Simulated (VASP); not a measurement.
## Ga₄AsP₃ (ordered alloy cell): computed properties

The numbers are results of PBEsol GGA, VASP's PBE PAW potentials (set 64) (plane waves; VASP), not measurements.

| Item | Result |
|---|---|
| space group | P-43m (215) |
| cell | a = 5.487 Å, b = 5.487 Å, c = 5.487 Å, α = 90.00°, β = 90.00°, γ = 90.00° |
| volume per atom | 20.65 Å³/atom |
| band gap (over mesh and band path) | 1.16 eV |
| smallest direct gap (over mesh and band path) | 1.16 eV |
| band-edge character | direct, Γ to Γ |
| density | 4.49 g/cm³ |

```
CELL_PARAMETERS angstrom
      5.48723     0.00000     0.00000
      0.00000     5.48723     0.00000
      0.00000     0.00000     5.48723
ATOMIC_POSITIONS crystal
  Ga 0.99560 0.00440 0.00440
  Ga 0.50440 0.49560 0.00440
  Ga 0.50440 0.00440 0.49560
  Ga 0.99560 0.49560 0.49560
  P  0.25000 0.25000 0.25000
  P  0.75000 0.75000 0.25000
  P  0.75000 0.25000 0.75000
  As 0.25000 0.75000 0.75000
```

The structure was generated: Ga4AsP3 was put into an ordered model structure (P-43m), which need not be its known phase. It was relaxed first. Symmetry was kept, so distortions that lower it aren't found.
